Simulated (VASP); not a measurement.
VASP input:

### KPOINTS
```
K-points
0
gamma
  8 8 8
```

POSCAR:
```
CuCl
1
    0.0000000000     2.6780483592     2.6780483592
    2.6780483592    -0.0000000000     2.6780483592
    2.6780483592     2.6780483592     0.0000000000
Cu Cl
1 1
Direct
  0.0000000000   1.0000000000   1.0000000000
  0.2500000000   0.2500000000   0.2500000000
```

**INCAR**
```
! general
SYSTEM =CuCl
PREC   =Accurate
ENCUT  =520
LREAL  =.False.   ! projection in real space or not
LASPH  =.True.   ! aspherical one-centre terms

! electronic loop
EDIFF  =1E-6
NELM   =100   ! most electronic steps
ALGO   =Normal   ! blocked Davidson
LMAXMIX=4   ! l cut-off of mixed one-centre charges

! smearing
ISMEAR =0
SIGMA  =0.05

! functional
GGA    =PE
IVDW   =11   ! D3, zero damping

! ions
IBRION =2
NSW    =60   ! most ionic steps
ISIF   =3   ! ions, shape and volume
EDIFFG =-0.01   ! ionic stop

! output
LWAVE  =.False.
LCHARG =.False.
```

POTCAR, in this order: Cu Cl (PBE.64 set). Program: vasp_std.

Question: Translate this PBE-D3 (zero damping) calculation to Quantum ESPRESSO's pw.x.

Answer: One equivalent input (not run):
```
&CONTROL
  calculation = 'vc-relax'
  pseudo_dir = './pseudo'
  outdir = './out'
  tprnfor = .true.
  tstress = .true.
  nstep = 60
  forc_conv_thr = 0.00039
/
&SYSTEM
  ibrav = 0
  nat = 2
  ntyp = 2
  ecutwfc = 92
  occupations = 'smearing'
  smearing = 'gaussian'
  degauss = 0.003675
  input_dft = 'pbe'
  vdw_corr = 'grimme-d3'
  dftd3_version = 3
  dftd3_threebody = .false.
/
&ELECTRONS
  conv_thr = 7.3e-08
  electron_maxstep = 100
/
&IONS
/
&CELL
/
ATOMIC_SPECIES
  Cu 63.546 Cu.upf
  Cl 35.450 Cl.upf
CELL_PARAMETERS angstrom
     0.0000000    2.6780484    2.6780484
     2.6780484   -0.0000000    2.6780484
     2.6780484    2.6780484    0.0000000
ATOMIC_POSITIONS crystal
  Cu   0.0000000  1.0000000  1.0000000
  Cl   0.2500000  0.2500000  0.2500000
K_POINTS automatic
  8 8 8 0 0 0
```
What does not carry over: the potentials are each code's own (VASP's PAW set, PseudoDojo norm-conserving files in pw.x), so ENCUT and ecutwfc are chosen apart and not converted; conv_thr bounds pw.x's estimated SCF error, while EDIFF bounds the energy change between steps; forc_conv_thr acts on force components and is met together with etot_conv_thr.

The compound is CuCl in the zinc blende structure. It was relaxed first. The start is the result of an earlier pass.
